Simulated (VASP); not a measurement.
Method: PBE GGA, VASP's PBE PAW potentials (set 64) (plane waves; VASP).

A VASP calculation is set up with these files.

### POSCAR
```
HfB2
1
    1.5379050000    -2.7108710000     0.0000000000
    1.5379050000     2.7108710000     0.0000000000
    0.0000000000     0.0000000000     3.4287890000
Hf B
1 2
Direct
  0.0000000000   0.0000000000   0.0000000000
  0.3333330000   0.6666670000   0.5000000000
  0.6979980000   0.3646640000   0.5000000000
```

### INCAR
```
SYSTEM = HfB2
PREC = Accurate
ENCUT = 520
EDIFF = 1E-6
NELM = 100
ALGO = Normal
LREAL = .FALSE.
LASPH = .TRUE.
ISMEAR = 1
SIGMA = 0.1
GGA = PE
LMAXMIX = 6
LWAVE = .FALSE.
LCHARG = .FALSE.
ISIF = 2
KSPACING = 0.4
KGAMMA = .FALSE.
```

POTCAR, in this order: Hf_pv B (PBE.64 set). Program: vasp_std.

The resulting files:

**OUTCAR**
```
 ion  position               nearest neighbor table
   1  0.000  0.000  0.000-   3 2.42   3 2.42   2 2.47   2 2.47   2 2.47   2 2.47   2 2.49   2 2.49
                             3 2.49   3 2.49   3 2.54   3 2.54
   2  0.333  0.667  0.500-   3 1.70   3 1.81   3 1.87   1 2.47   1 2.47   1 2.47   1 2.47   1 2.49
                             1 2.49
   3  0.698  0.365  0.500-   2 1.70   2 1.81   2 1.87   1 2.42   1 2.42   1 2.49   1 2.49   1 2.54
                             1 2.54
  LATTYP: Found a base centered orthorhombic cell.
 ALAT       =     3.0758100000
 B/A-ratio  =     1.7627038081
 C/A-ratio  =     1.1147596893
 Subroutine PRICEL returns:
 Original cell was already a primitive cell.
 Subroutine GETGRP returns: Found  2 space group operations
The static configuration has the point symmetry C_1h.
The dynamic configuration has the point symmetry C_1h.
 Subroutine INISYM returns: Found  2 space group operations
 Subroutine IBZKPT returns following result:
 Found     54 irreducible k-points:

 Following reciprocal coordinates:
            Coordinates               Weight
  0.083333  0.083333  0.000000      2.000000
  0.250000  0.083333  0.000000      2.000000
  0.083333  0.250000  0.000000      2.000000
...
```

OSZICAR:
```
       N       E                     dE             d eps       ncg     rms          rms(c)
DAV:   1     0.303193350761E+02    0.30319E+02   -0.84616E+03  1296   0.127E+03
DAV:   2    -0.269432556604E+02   -0.57263E+02   -0.54001E+02  1568   0.246E+02
DAV:   3    -0.287034308668E+02   -0.17602E+01   -0.17258E+01  1680   0.332E+01
DAV:   4    -0.287166526887E+02   -0.13222E-01   -0.13213E-01  1552   0.311E+00
DAV:   5    -0.287167703090E+02   -0.11762E-03   -0.11761E-03  1652   0.250E-01    0.563E+01
DAV:   6    -0.263765405997E+02    0.23402E+01   -0.52819E+00  1592   0.156E+01    0.408E+01
DAV:   7    -0.263380302774E+02    0.38510E-01   -0.17700E+00  1648   0.932E+00    0.120E+01
DAV:   8    -0.262643531433E+02    0.73677E-01   -0.50858E-01  1572   0.513E+00    0.208E+00
DAV:   9    -0.262593760509E+02    0.49771E-02   -0.34389E-02  1536   0.149E+00    0.258E-01
DAV:  10    -0.262593553101E+02    0.20741E-04   -0.96082E-04  1600   0.265E-01    0.376E-01
DAV:  11    -0.262593532390E+02    0.20711E-05   -0.11579E-04  1596   0.858E-02    0.185E-01
DAV:  12    -0.262593489277E+02    0.43113E-05   -0.10057E-05  1616   0.285E-02    0.170E-02
DAV:  13    -0.262593491035E+02   -0.17583E-06   -0.44280E-07   928   0.662E-03
   1 F= -.26259349E+02 E0= -.26259196E+02  d E =-.457865E-03
```

OUTCAR:
```
------------------------ aborting loop because EDIFF is reached ----------------------------------------
  FORCE on cell =-STRESS in cart. coord.  units (eV):
  Direction    XX          YY          ZZ          XY          YZ          ZX
  --------------------------------------------------------------------------------------
  Total        3.6159171      1.0288649      2.1896618      0.0341011      0.0000000      0.0000000
  in kB      202.6375497     57.6580317    122.7095901      1.9110387      0.0000000      0.0000000
  external PRESSURE =     127.6683905 kB  Pullay stress =       0.0000000 kB
  volume of cell :       28.59
      direct lattice vectors                 reciprocal lattice vectors
     1.537905000 -2.710871000  0.000000000     0.325117611 -0.184442565  0.000000000
     1.537905000  2.710871000  0.000000000     0.325117611  0.184442565  0.000000000
     0.000000000  0.000000000  3.428789000     0.000000000  0.000000000  0.291648159
 POSITION                                       TOTAL-FORCE (eV/Angst)
 -----------------------------------------------------------------------------------
      0.00000      0.00000      0.00000         0.763667      0.052338      0.000000
      1.53790      0.90363      1.71439         1.107959     -0.135074      0.000000
      1.63427     -0.90363      1.71439        -1.871627      0.082736      0.000000
 -----------------------------------------------------------------------------------
    total drift:                               -0.000005      0.000008      0.000000
  FREE ENERGIE OF THE ION-ELECTRON SYSTEM (eV)
  ---------------------------------------------------
  free  energy   TOTEN  =       -26.2593491035 eV

  energy  without entropy=      -26.2588912380  energy(sigma->0) =      -26.25919648
```
(Selected blocks of OUTCAR.)

The compound is HfB2 in the AlB2 type structure. The cell was not relaxed at this level, atoms are displaced from their ideal sites. The run is one of a series of settings (KGAMMA = .FALSE., KSPACING = 0.4, KPOINTS file removed against the base run), some of them coarse on purpose.
